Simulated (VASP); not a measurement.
Input of a VASP 6.6.1 run:

File INCAR:

```
SYSTEM = CrAgF2
ALGO = Normal ; EDIFF = 1E-6
ENCUT = 520 ; GGA = PS
ISIF = 2 ; ISMEAR = -1
LASPH = .True. ; LCHARG = .True.
LDAU = .True. ; LDAUJ = 0.96 0 0
LDAUL = 2 -1 -1 ; LDAUPRINT = 1
LDAUTYPE = 1 ; LDAUU = 4.05 0 0
LELF = .True. ; LMAXMIX = 4
LREAL = .False. ; LVHAR = .True.
LWAVE = .False. ; NBANDS = 26
NELM = 150 ; PREC = Accurate
SIGMA = 0.1
```

Contents of KPOINTS:

```
k-points
0
Gamma
  10 10 10
  0 0 0
```

Contents of POSCAR:

```
CrAgF2
1.0
    3.1335330000      0.0000000000      0.0000000000
   -1.5667660000      2.7137240000      0.0000000000
    0.0000000000     -1.8091460000      6.4770180000
Cr F Ag
1 2 1
Direct
    0.5000000000      0.0000000000      0.5000000000
    0.1119000000      0.2238000000      0.3357000000
    0.8881000000      0.7762000000      0.6643000000
    0.0000000000      0.0000000000      0.0000000000
```

Potentials or basis: VASP PAW PBE potentials, release 64 (Cr_pv, F, Ag).

Launch:

```bash
$ cat potpaw_PBE.64/Cr_pv/POTCAR potpaw_PBE.64/F/POTCAR potpaw_PBE.64/Ag/POTCAR > POTCAR
$ mpirun -np 1 vasp_std > vasp.out
```

Q: Estimate the band gap on the k mesh.

A: None (metal or under the smearing width).

Q: What does it give for the largest force?

A: 1.108 eV/Å.

Q: What does it give for the pressure?

A: 1.5 GPa.

Forces on the atoms (eV/Å):
```
Cr   0.000  0.000  0.000
F    0.000  0.000  1.108
F    0.000  0.000 -1.108
Ag   0.000  0.000  0.000
```

Caveat: the PAW data sets were made with another functional, which shifts forces and pressure a little; an odd number of electrons without spin polarisation forces a metal; a magnetic or distorted state may lie lower; the run has no spin polarisation, though such a crystal can be magnetic; U without spin polarisation on a metal has little footing. Spin polarisation is off, so any magnetic state and its effect on volume and gap are missing.
